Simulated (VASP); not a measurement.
An input for Ansatz (written as the equivalent of a VASP run, and not itself run):

Ansatz 0.2 input:
```yaml
crystal:
  lattice:
    - [0.0000000, 3.2613114, 3.2613114]
    - [3.2613114, 0.0000000, 3.2613114]
    - [3.2613114, 3.2613114, 0.0000000]
  atoms:
    - { symbol: Na, position: [0.2500000, 0.2500000, 0.2500000] }
    - { symbol: Na, position: [0.7500000, 0.7500000, 0.7500000] }
    - { symbol: S, position: [0.0000000, 0.0000000, 0.0000000] }
kpoints:
  mp_grid: { grid: [6, 6, 6] }
hamiltonian:
  xc: r2scan
  pseudopotentials: { kind: paw }
scf:
  occupations: { method: gaussian, width: 0.05 }
  max_iter: 100
output: { forces: true, stress: true, eigenvalues: true }
```

Q: Write the VASP files for the same calculation (r2SCAN).

A: Several could match; the one computed here: 
**POSCAR**
```
Na2S
1
    0.0000000000     3.2613113922     3.2613113922
    3.2613113922     0.0000000000     3.2613113922
    3.2613113922     3.2613113922     0.0000000000
Na S
2 1
Direct
  0.2500000000   0.2500000000   0.2500000000
  0.7500000000   0.7500000000   0.7500000000
  0.0000000000   0.0000000000   0.0000000000
```

KPOINTS:
```
Automatic
0
gamma
 6 6 6
0 0 0
```

**INCAR**
```
ALGO = Normal
EDIFF = 1E-7
ENCUT = 480
ISIF = 2
ISMEAR = 0
LASPH = .TRUE.
LCHARG = .FALSE.
LMIXTAU = .TRUE.
LREAL = .FALSE.
LWAVE = .FALSE.
METAGGA = R2SCAN
NELM = 100
PREC = Accurate
SIGMA = 0.05
SYSTEM = Na2S
```

POTCAR, in this order: Na_pv S (PBE.64 set). Program: vasp_std.

The two are equivalent in intent, not identical: each code has its own PAW files, so the cut-off isn't converted (ENCUT is set for VASP's; basis.ecutwfc is left out, and Ansatz then takes the one that its files recommend); Ansatz stops its SCF on the density residual and VASP on the energy change (EDIFF).

The compound is Na2S in the antifluorite structure. This cell was strained or had an atom moved on purpose.
